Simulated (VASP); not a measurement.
Crystal: HfN.

```xyz
2
Lattice="0.0000 2.2560 2.2560 2.2560 0.0000 2.2560 2.2560 2.2560 0.0000" Properties=species:S:1:pos:R:3 pbc="T T T"
Hf    0.0000    0.0000    0.0000
N     2.2560    2.2560    2.2560
```

| Quantity | Value |
| --- | --- |
| Program | VASP 6.6.1 |
| Task | relaxation of cell and atoms |
| Functional | PBEsol |
| Potentials or basis | VASP PAW PBE potentials, release 64 (Hf_pv, N) |
| Cutoff | 600 eV |
| k mesh | 14 × 14 × 14 |
| Occupations | methfessel-paxton, width 0.1 eV |
| Spin | no spin polarisation |

At the start: pressure -4.2 GPa; volume 11.48 Å³/atom.

Q: How do energy, volume and symmetry change on relaxing?

A: Over 3 steps the energy falls by 2.3 meV/atom and the volume is 11.31 Å³/atom (-1.5 %); space group Fm-3m (No. 225, to 0.05 Å).

Step by step:
```csv
step,energy change (eV),largest force (eV/Å),pressure (GPa),volume (Å³)
1,0.0000,0.0000,-4.21,22.96
2,0.0133,0.0000,9.07,21.98
3,-0.0045,0.0000,-0.04,22.63
```

Final structure:
```cif
data_structure
_symmetry_space_group_name_H-M 'P 1'
_symmetry_Int_Tables_number 1
_cell_length_a 3.1748
_cell_length_b 3.1748
_cell_length_c 3.1748
_cell_angle_alpha 60.000
_cell_angle_beta 60.000
_cell_angle_gamma 60.000
_cell_volume 22.63
loop_
_atom_site_label
_atom_site_type_symbol
_atom_site_fract_x
_atom_site_fract_y
_atom_site_fract_z
_atom_site_occupancy
Hf1 Hf 0.00000 0.00000 0.00000 1
N1 N 0.50000 0.50000 0.50000 1
```

Caveat: the PAW data sets were made with another functional, which shifts forces and pressure a little.
